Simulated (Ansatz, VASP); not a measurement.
One calculation of W6O, two programs

```
W O
1.0
     0.00000    3.87210    3.87210
     3.87210    0.00000    3.87210
     3.87210    3.87210    0.00000
W O
6 1
Direct
  0.50000 0.50000 0.00000
  0.50000 0.00000 0.50000
  0.00000 0.00000 0.50000
  0.00000 0.50000 0.00000
  0.00000 0.50000 0.50000
  0.50000 0.00000 0.00000
  0.00000 0.00000 0.00000
```

Change from the starting cell: species swapped into the Zn6Mo type (Fm-3m, No. 225).

Alike in both runs: functional PBE; k mesh 8 × 8 × 8; occupations gaussian, width 0.1 eV; no spin polarisation.

Ansatz relaxed the structure, and its values are those at the end. VASP's run is a single point on that final structure, the one shown.

|  | VASP | Ansatz |
| --- | --- | --- |
| version | VASP 6.6.1 | Ansatz 0.2.0 |
| potentials or method | VASP PAW PBE potentials, release 64 (W_sv, O) | scalar-relativistic, plane waves, PAW |
| plane-wave cutoff (eV) | 520 | 420 |
| valence electrons in the cell | 90 | 90 |

|  | VASP | Ansatz | Ansatz less VASP |
| --- | --- | --- | --- |
| gap on the k mesh at the Fermi level (eV) | none | none | - |
| pressure (GPa) | 0.5 | 0.0 | -0.47 |

A gap of «none» marks a metal or a gap that the smearing closes.

Spin-orbit coupling is left out, which matters for the levels of W.
